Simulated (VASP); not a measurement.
Calculation: r2SCAN meta-GGA, VASP's PBE PAW potentials (set 64) (plane waves; VASP).

VASP ran on this input.

**KPOINTS**
```
Automatic mesh
0
Gamma
6 6 4
0 0 0
```

### INCAR
```
SYSTEM = ErSi2
PREC = Accurate
ENCUT = 400
EDIFF = 1E-6
NELM = 100
ALGO = Normal
LREAL = .FALSE.
LASPH = .TRUE.
ISMEAR = 1
SIGMA = 0.1
METAGGA = R2SCAN
LMIXTAU = .TRUE.
LMAXMIX = 6
LWAVE = .FALSE.
LCHARG = .FALSE.
IBRION = 2
ISIF = 3
NSW = 60
EDIFFG = -0.02
```

### POSCAR
```
ErSi2
1.0
  5.3065663942   0.0000000000   0.0000000000
 -2.6532831971   4.5956220547   0.0000000000
  0.0000000000   0.0000000000   7.1793491300
Er Si
3 6
Cart
  2.6532831971   0.0000000000   0.0000000000
  1.3266415985   2.2978110273   2.3931139836
 -1.3266415985   2.2978110273   4.7862351464
 -0.0000000000   1.2218803209   0.0000000000
  4.2483871692   0.6109401605   2.3931139836
  1.5951039716   3.9846818942   4.7862351464
  2.6532831971   3.3737417338   0.0000000000
 -1.5951039721   3.9846818942   2.3931139836
  1.0581792255   0.6109401605   4.7862351464
```

POTCAR, in this order: Er_3 Si (PBE.64 set). Program: vasp_std.

The run wrote:

**OSZICAR**
```
       N       E                     dE             d eps       ncg     rms          rms(c)
DAV:   1     0.203776713459E+03    0.20378E+03   -0.18089E+04  1956   0.136E+03
DAV:   2    -0.120827537943E+03   -0.32460E+03   -0.31690E+03  2074   0.763E+02
DAV:   3    -0.158789764241E+03   -0.37962E+02   -0.35882E+02  2206   0.204E+02
DAV:   4    -0.162531932455E+03   -0.37422E+01   -0.34501E+01  2376   0.434E+01
DAV:   5    -0.162808505139E+03   -0.27657E+00   -0.26750E+00  2208   0.109E+01    0.509E+01
DAV:   6    -0.158134046791E+03    0.46745E+01   -0.19445E+00  2008   0.167E+01    0.283E+01
DAV:   7    -0.154645576853E+03    0.34885E+01   -0.24605E+00  1968   0.138E+01    0.197E+00
DAV:   8    -0.156553062341E+03   -0.19075E+01   -0.26369E+00  1850   0.882E+00    0.465E+00
DAV:   9    -0.156662675504E+03   -0.10961E+00   -0.19908E-01  2072   0.453E+00    0.135E+00
DAV:  10    -0.156667171307E+03   -0.44958E-02   -0.17293E-01  2136   0.352E+00    0.442E-01
DAV:  11    -0.156705476617E+03   -0.38305E-01   -0.73219E-02  2112   0.189E+00    0.478E-01
DAV:  12    -0.156693519342E+03    0.11957E-01   -0.12129E-02  2088   0.107E+00    0.280E-01
DAV:  13    -0.156705044024E+03   -0.11525E-01   -0.24461E-02  1970   0.103E+00    0.237E-01
DAV:  14    -0.156705002119E+03    0.41905E-04   -0.12218E-03  2042   0.412E-01    0.356E-01
DAV:  15    -0.156706012114E+03   -0.10100E-02   -0.10535E-03  2064   0.214E-01    0.166E-01
DAV:  16    -0.156706183727E+03   -0.17161E-03   -0.37968E-04  2240   0.166E-01    0.108E-01
DAV:  17    -0.156706228142E+03   -0.44414E-04   -0.18802E-04  2088   0.101E-01    0.256E-02
DAV:  18    -0.156706387146E+03   -0.15900E-03   -0.56507E-05  2032   0.741E-02    0.174E-02
DAV:  19    -0.156706458204E+03   -0.71058E-04   -0.81702E-05  1978   0.672E-02    0.451E-03
DAV:  20    -0.156706458655E+03   -0.45063E-06   -0.18135E-06  1112   0.253E-02
   1 F= -.15670646E+03 E0= -.15670657E+03  d E =-.156706E+03
```

OUTCAR:
```
------------------------ aborting loop because EDIFF is reached ----------------------------------------
  FORCE on cell =-STRESS in cart. coord.  units (eV):
  Direction    XX          YY          ZZ          XY          YZ          ZX
  --------------------------------------------------------------------------------------
  Total        0.1339844      0.1339845     -0.0447674      0.0000000      0.0000000     -0.0000000
  in kB        1.2260888      1.2260892     -0.4096654      0.0000000      0.0000000     -0.0000000
  external PRESSURE =       0.6808375 kB  Pullay stress =       0.0000000 kB
  volume of cell :      175.08
      direct lattice vectors                 reciprocal lattice vectors
     5.306566394  0.000000000  0.000000000     0.188445772  0.108799199  0.000000000
    -2.653283197  4.595622055  0.000000000     0.000000000  0.217598399  0.000000000
     0.000000000  0.000000000  7.179349130     0.000000000  0.000000000  0.139288393
 POSITION                                       TOTAL-FORCE (eV/Angst)
 -----------------------------------------------------------------------------------
      2.65328      0.00000      0.00000         0.000000     -0.000000      0.000000
      1.32664      2.29781      2.39311         0.000000     -0.000000     -0.000000
     -1.32664      2.29781      4.78624         0.000000     -0.000000     -0.000000
     -0.00000      1.22188      0.00000         0.000000      0.002536      0.000000
      4.24839      0.61094      2.39311        -0.002196      0.001268      0.000000
      1.59510      3.98468      4.78624        -0.002196     -0.001268      0.000000
      2.65328      3.37374      0.00000         0.000000     -0.002536      0.000000
     -1.59510      3.98468      2.39311         0.002196     -0.001268      0.000000
      1.05818      0.61094      4.78624         0.002196      0.001268     -0.000000
 -----------------------------------------------------------------------------------
    total drift:                               -0.000000      0.000000     -0.000573
  FREE ENERGIE OF THE ION-ELECTRON SYSTEM (eV)
  ---------------------------------------------------
  free  energy   TOTEN  =      -156.7064586546 eV

  energy  without entropy=     -156.7068001787  energy(sigma->0) =     -156.70657250

 reached required accuracy - stopping structural energy minimisation
```
(Selected blocks of OUTCAR.)

OUTCAR:
```
 val. band max:        6.0716468050   @ k =   0.1667   0.1667   0.5000

 cond. band min:       6.1127967225   @ k =   0.1667   0.0000   0.2500


 Fermi energy:         6.0852839937

 k-point     1 :       0.0000    0.0000    0.0000
  band No.  band energies     occupation
      1     -19.3081      2.00000
      2     -19.1642      2.00000
      3     -19.1641      2.00000
      4     -19.1104      2.00000
      5     -19.1104      2.00000
      6     -19.0243      2.00000
      7     -19.0243      2.00000
      8     -18.9401      2.00000
      9     -18.9332      2.00000
     10      -5.9662      2.00000
     11      -3.0262      2.00000
     12      -3.0261      2.00000
     13       0.1589      2.00000
     14       0.1590      2.00000
     15       1.0330      2.00000
     16       1.8521      2.00000
     17       2.0920      2.00000
     18       2.0920      2.00000
     19       3.8973      2.00000
     20       3.8973      2.00000
     21       3.9395      2.00000
     22       4.2439      2.00000
     23       4.2440      2.00000
     24       4.6511      2.00000
     25       4.7948      2.00000
     26       4.7948      2.00000
     27       6.5799     -0.00000
     28       6.5800     -0.00000
     29       6.9091     -0.00000
     30       9.3050      0.00000

 k-point     2 :       0.1667    0.0000    0.0000
  band No.  band energies     occupation
      1     -19.3048      2.00000
      2     -19.1898      2.00000
      3     -19.1854      2.00000
      4     -19.0899      2.00000
      5     -19.0885      2.00000
      6     -19.0330      2.00000
      7     -19.0247      2.00000
      8     -18.9401      2.00000
      9     -18.9338      2.00000
     10      -5.7820      2.00000
     11      -2.9309      2.00000
     12      -2.8686      2.00000
     13      -0.8495      2.00000
     14      -0.2901      2.00000
     15       1.4160      2.00000
     16       1.6143      2.00000
     17       2.6522      2.00000
     18       2.7844      2.00000
...
```

The 4f electrons are frozen in the core of the lanthanide potential, so 4f levels, which can set the real gap, and their magnetism are missing.

The structure was generated: ErSi2 was put into the CrSi2 type (P6_222), which need not be its known phase. It was relaxed first. The start is the result of an earlier pass. The electron count is odd and the run is not spin-polarised, which forces a metal.
